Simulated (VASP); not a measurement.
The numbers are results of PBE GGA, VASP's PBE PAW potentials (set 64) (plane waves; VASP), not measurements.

A VASP calculation is set up with these files.

File KPOINTS:
```
Regular mesh
0
gamma
8 8 8
0 0 0
```

**POSCAR**
```
TeRu
1
   -1.7860960000     1.7860960000     6.0468420000
    1.7860960000    -1.7860960000     6.0468420000
    1.7860960000     1.7860960000    -6.0468420000
Ru Te
2 2
Direct
  0.7500000000   0.7500000000   0.0000000000
  0.5000000000   0.0000000000   0.5000000000
  0.1660000000   0.1660000000   0.0000000000
  0.9160000000   0.4160000000   0.5000000000
```

**INCAR**
```
SYSTEM = TeRu
PREC = Accurate
ENCUT = 400
EDIFF = 1E-6
NELM = 100
ALGO = Normal
LREAL = .FALSE.
LASPH = .TRUE.
ISMEAR = 0
SIGMA = 0.05
GGA = PE
LMAXMIX = 4
LWAVE = .FALSE.
LCHARG = .FALSE.
ISIF = 2
```

POTCAR, in this order: Ru_pv Te (PBE.64 set). Program: vasp_std.

Output of the run:

### OUTCAR
```
 ion  position               nearest neighbor table
   1  0.750  0.750  0.000-   4 2.69   4 2.69   3 2.72   3 2.72   3 2.72   3 2.72
   2  0.500  0.000  0.500-   3 2.69   3 2.69   4 2.72   4 2.72   4 2.72   4 2.72
   3  0.166  0.166  0.000-   2 2.69   2 2.69   1 2.72   1 2.72   1 2.72   1 2.72   4 3.51   4 3.51
                             4 3.51   4 3.51
   4  0.916  0.416  0.500-   1 2.69   1 2.69   2 2.72   2 2.72   2 2.72   2 2.72   3 3.51   3 3.51
                             3 3.51   3 3.51
  LATTYP: Found a body centered tetragonal cell.
 ALAT       =     3.5721920000
 C/A-ratio  =     3.3855078338
 Subroutine PRICEL returns:
 Original cell was already a primitive cell.
 Subroutine GETGRP returns: Found  8 space group operations
The static configuration has the point symmetry C_2v.
 The point group associated with its full space group is C_4v.
The dynamic configuration has the point symmetry C_2v.
 Subroutine INISYM returns: Found  8 space group operations
 Subroutine IBZKPT returns following result:
 Found     59 irreducible k-points:

 Following reciprocal coordinates:
            Coordinates               Weight
  0.000000  0.000000  0.000000      1.000000
  0.125000  0.000000  0.000000      8.000000
  0.250000  0.000000  0.000000      8.000000
...
```

**OSZICAR**
```
       N       E                     dE             d eps       ncg     rms          rms(c)
DAV:   1     0.283927200480E+03    0.28393E+03   -0.19883E+04  3296   0.131E+03
DAV:   2    -0.129115189616E+02   -0.29684E+03   -0.29315E+03  3368   0.367E+02
DAV:   3    -0.232623891779E+02   -0.10351E+02   -0.10195E+02  3544   0.650E+01
DAV:   4    -0.234298433196E+02   -0.16745E+00   -0.16737E+00  3152   0.814E+00
DAV:   5    -0.234340523632E+02   -0.42090E-02   -0.42090E-02  3648   0.125E+00    0.154E+01
DAV:   6    -0.232287780511E+02    0.20527E+00   -0.36309E-01  3176   0.477E+00    0.829E+00
DAV:   7    -0.231762158799E+02    0.52562E-01   -0.28159E-01  2992   0.231E+00    0.184E+00
DAV:   8    -0.231607636328E+02    0.15452E-01   -0.94901E-02  3136   0.234E+00    0.105E+00
DAV:   9    -0.231608825990E+02   -0.11897E-03   -0.26663E-03  3248   0.285E-01    0.842E-01
DAV:  10    -0.231602652296E+02    0.61737E-03   -0.42758E-03  2936   0.542E-01    0.390E-01
DAV:  11    -0.231601000282E+02    0.16520E-03   -0.28423E-04  3120   0.106E-01    0.292E-01
DAV:  12    -0.231600909981E+02    0.90300E-05   -0.27272E-05  3104   0.282E-02    0.160E-01
DAV:  13    -0.231600822380E+02    0.87602E-05   -0.57016E-06  2904   0.149E-02    0.110E-01
DAV:  14    -0.231600754602E+02    0.67777E-05   -0.64657E-06  2880   0.138E-02    0.619E-02
DAV:  15    -0.231600734877E+02    0.19726E-05   -0.18788E-06  1520   0.770E-03    0.348E-02
DAV:  16    -0.231600727391E+02    0.74852E-06   -0.13623E-06  1488   0.539E-03
   1 F= -.23160073E+02 E0= -.23156946E+02  d E =-.625269E-02
```

File OUTCAR:
```
------------------------ aborting loop because EDIFF is reached ----------------------------------------
  FORCE on cell =-STRESS in cart. coord.  units (eV):
  Direction    XX          YY          ZZ          XY          YZ          ZX
  --------------------------------------------------------------------------------------
  Total        1.7383697      1.7383697      0.1673070      0.0000000      0.0000000      0.0000000
  in kB       36.0956203     36.0956203      3.4739728      0.0000000      0.0000000      0.0000000
  external PRESSURE =      25.2217378 kB  Pullay stress =       0.0000000 kB
  volume of cell :       77.16
      direct lattice vectors                 reciprocal lattice vectors
    -1.786096000  1.786096000  6.046842000     0.000000000  0.279940160  0.082687790
     1.786096000 -1.786096000  6.046842000     0.279940160  0.000000000  0.082687790
     1.786096000  1.786096000 -6.046842000     0.279940160  0.279940160  0.000000000
 POSITION                                       TOTAL-FORCE (eV/Angst)
 -----------------------------------------------------------------------------------
      0.00000      0.00000      9.07026         0.000000      0.000000     -0.028612
      0.00000      1.78610      0.00000         0.000000      0.000000     -0.028612
      0.00000      0.00000      2.00755        -0.000000     -0.000000      0.028612
      0.00000      1.78610      5.03097        -0.000000     -0.000000      0.028612
 -----------------------------------------------------------------------------------
    total drift:                               -0.000000     -0.000000     -0.001842
  FREE ENERGIE OF THE ION-ELECTRON SYSTEM (eV)
  ---------------------------------------------------
  free  energy   TOTEN  =       -23.1600727391 eV

  energy  without entropy=      -23.1538200468  energy(sigma->0) =      -23.15694639
```
(Selected blocks of OUTCAR.)

The structure was generated: TeRu was put into the NbAs type (I4_1md), which need not be its known phase. The cell was not relaxed at this level. The k-mesh is coarse (spacing up to 0.31 per Å, 2π included), so the numbers may not be converged in it.
